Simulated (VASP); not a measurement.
All values below come from r2SCAN meta-GGA, VASP's PBE PAW potentials (set 64) (plane waves; VASP).

A VASP calculation is set up with these files.

**KPOINTS**
```
Automatic mesh
0
Gamma
14 14 14
0 0 0
```

**INCAR**
```
! general
SYSTEM   =  Al
PREC     =  Accurate
ENCUT    =  400
LREAL    =  .FALSE.
LASPH    =  .TRUE.

! electronic loop
EDIFF    =  1E-8
NELM     =  100
ALGO     =  Normal
LMIXTAU  =  .TRUE.

! smearing
ISMEAR   =  1
SIGMA    =  0.1

! functional
METAGGA  =  R2SCAN

! ions
IBRION   =  1
NSW      =  30
ISIF     =  2
EDIFFG   =  -0.001

! output
LWAVE    =  .FALSE.
LCHARG   =  .FALSE.
```

### POSCAR
```
Al
1
    0.0000000000     1.9910371782     1.9910371782
    1.9910371782     0.0000000000     1.9910371782
    1.9910371782     1.9910371782     0.0000000000
Al
1
Direct
  0.0000000000   0.0000000000   0.0000000000
```

POTCAR, in this order: Al (PBE.64 set). Program: vasp_std.

Question: What will the output report for the number of irreducible k-points (NKPTS), largest plane-wave count, number of space-group operations, FFT grid (NGX, NGY, NGZ)?

Answer: 
The number of irreducible k-points (NKPTS) comes out as 104 and the largest plane-wave count is 302. The number of space-group operations comes out as 48 and the FFT grid (NGX, NGY, NGZ) is 18 × 18 × 18.

The compound is Al in the fcc structure. It was relaxed first. The start is the result of an earlier pass.
